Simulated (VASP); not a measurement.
These are HSE06 screened hybrid, VASP's PBE PAW potentials (set 64) (plane waves; VASP 6.6.1) values and carry that method's errors.

VASP input:

**POSCAR**
```
ZnSe
1
    0.0000000000     2.8324450000     2.8324450000
    2.8324450000     0.0000000000     2.8324450000
    2.8324450000     2.8324450000     0.0000000000
Zn Se
1 1
Direct
  0.0000000000   0.0000000000   0.0000000000
  0.7500000000   0.7500000000   0.7500000000
```

### INCAR
```
! general
SYSTEM   = ZnSe
PREC     = Accurate
ENCUT    = 300
LREAL    = F
LASPH    = T
ISYM     = 3

! electronic loop
EDIFF    = 1E-6
NELM     = 100
ALGO     = Normal
LMAXMIX  = 4

! smearing
ISMEAR   = 0
SIGMA    = 0.01

! functional
GGA      = PE
LHFCALC  = T
AEXX     = 0.25
HFSCREEN = 0.2
PRECFOCK = Fast

! ions
ISIF     = 2

! output
LWAVE    = F
LCHARG   = F
```

KPOINTS:
```
Automatic mesh
0
Gamma
4 4 4
0 0 0
```

POTCAR, in this order: Zn Se (PBE.64 set). Program: vasp_std.

The resulting files:

OSZICAR:
```
       N       E                     dE             d eps       ncg     rms          rms(c)
DAV:   1    -0.920989963165E+03   -0.92099E+03   -0.68177E+03   208   0.109E+03
DAV:   2    -0.992320415685E+03   -0.71330E+02   -0.69221E+02   248   0.235E+02
DAV:   3    -0.996151098942E+03   -0.38307E+01   -0.38257E+01   228   0.567E+01
DAV:   4    -0.996176015051E+03   -0.24916E-01   -0.24913E-01   248   0.497E+00
DAV:   5    -0.764898785332E+01    0.98853E+03   -0.58655E+00   228   0.383E+01    0.678E+00
DAV:   6    -0.740787987518E+01    0.24111E+00   -0.70794E-01   218   0.829E+00    0.427E+00
DAV:   7    -0.738967314557E+01    0.18207E-01   -0.17035E-01   249   0.371E+00    0.280E+00
DAV:   8    -0.738999459065E+01   -0.32145E-03   -0.21687E-02   238   0.123E+00    0.174E+00
DAV:   9    -0.738808175107E+01    0.19128E-02   -0.15500E-03   228   0.399E-01    0.984E-01
DAV:  10    -0.738727756190E+01    0.80419E-03   -0.47026E-04   241   0.167E-01    0.539E-01
DAV:  11    -0.738707555620E+01    0.20201E-03   -0.22271E-04   238   0.116E-01    0.292E-01
DAV:  12    -0.738703999712E+01    0.35559E-04   -0.71015E-05   233   0.739E-02    0.160E-01
DAV:  13    -0.738704305464E+01   -0.30575E-05   -0.26489E-05   223   0.473E-02    0.892E-02
DAV:  14    -0.738705166813E+01   -0.86135E-05   -0.10795E-05   233   0.297E-02    0.506E-02
DAV:  15    -0.738705841913E+01   -0.67510E-05   -0.49675E-06   233   0.188E-02    0.292E-02
DAV:  16    -0.738706233832E+01   -0.39192E-05   -0.21066E-06   210   0.115E-02    0.173E-02
DAV:  17    -0.738706481346E+01   -0.24751E-05   -0.93097E-07   180   0.742E-03    0.104E-02
DAV:  18    -0.738706623767E+01   -0.14242E-05   -0.45710E-07   154   0.516E-03    0.655E-03
DAV:  19    -0.738706703647E+01   -0.79880E-06   -0.21334E-07   159   0.350E-03
   1 F= -.73870670E+01 E0= -.73870670E+01  d E =-.370940E-17
```

**OUTCAR**
```
------------------------ aborting loop because EDIFF is reached ----------------------------------------
  FORCE on cell =-STRESS in cart. coord.  units (eV):
  Direction    XX          YY          ZZ          XY          YZ          ZX
  --------------------------------------------------------------------------------------
  Total        0.4132971      0.4132971      0.4132971     -0.0000000     -0.0000000     -0.0000000
  in kB       14.5699658     14.5699658     14.5699658     -0.0000000     -0.0000000     -0.0000000
  external PRESSURE =      14.5699658 kB  Pullay stress =       0.0000000 kB
  volume of cell :       45.45
      direct lattice vectors                 reciprocal lattice vectors
     0.000000000  2.832445000  2.832445000    -0.176525934  0.176525934  0.176525934
     2.832445000  0.000000000  2.832445000     0.176525934 -0.176525934  0.176525934
     2.832445000  2.832445000  0.000000000     0.176525934  0.176525934 -0.176525934
  FREE ENERGIE OF THE ION-ELECTRON SYSTEM (eV)
  ---------------------------------------------------
  free  energy   TOTEN  =        -7.3870670365 eV

  energy  without entropy=       -7.3870670365  energy(sigma->0) =       -7.38706704

  exchange ACFDT corr.  =         0.00000000  see jH, gK, PRB 81, 115126
```
(Selected blocks of OUTCAR.)

At this cut-off the stress carries a Pulay error, which pulls relaxed volumes low.

The structure comes from a computed database's ZnSe entry; how it stands against other phases isn't given here. The cell was not relaxed at this level. The k-mesh is coarse (spacing up to 0.48 per Å, 2π included), so the numbers may not be converged in it. The run is one of a series of settings (AEXX = 0.25, HFSCREEN = 0.2, ISYM = 3, LHFCALC = .TRUE., PRECFOCK = Fast, KPOINTS 4×4×4 Γ-centred mesh against the base run), some of them coarse on purpose.
